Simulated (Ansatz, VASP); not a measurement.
# Two plane-wave programs on BeBPd3

```
Be B Pd
1.0
     4.08796    0.00000    0.00000
     0.00000    4.08796    0.00000
     0.00000    0.00000    4.08796
Be B Pd
1 1 3
Direct
  0.50000 0.50000 0.50000
  0.00000 0.00000 0.00000
  0.50000 0.00000 0.00000
  0.00000 0.50000 0.00000
  0.00000 0.00000 0.50000
```

Alike in both runs: functional PBE; k mesh 6 × 6 × 6; occupations gaussian, width 0.1 eV; no spin polarisation.

Ansatz relaxed the structure, and its values are those at the end. VASP's run is a single point on that final structure, the one shown.

|  | VASP | Ansatz |
| --- | --- | --- |
| version | VASP 6.6.1 | Ansatz 0.2.0 |
| potentials or method | VASP PAW PBE potentials, release 64 (Be, B, Pd) | scalar-relativistic, plane waves, PAW |
| plane-wave cutoff (eV) | 520 | 420 |
| valence electrons in the cell | 35 | 59 |

```csv
,VASP,Ansatz,Ansatz less VASP
gap on the k mesh at the Fermi level (eV),none,none,-
pressure (GPa),0.3,0.2,-0.08
```

A gap of «none» marks a metal or a gap that the smearing closes. The functional is the same, so the differences come from potentials, cutoffs and numerics. The two sets of potentials don't hold the same shells in valence.
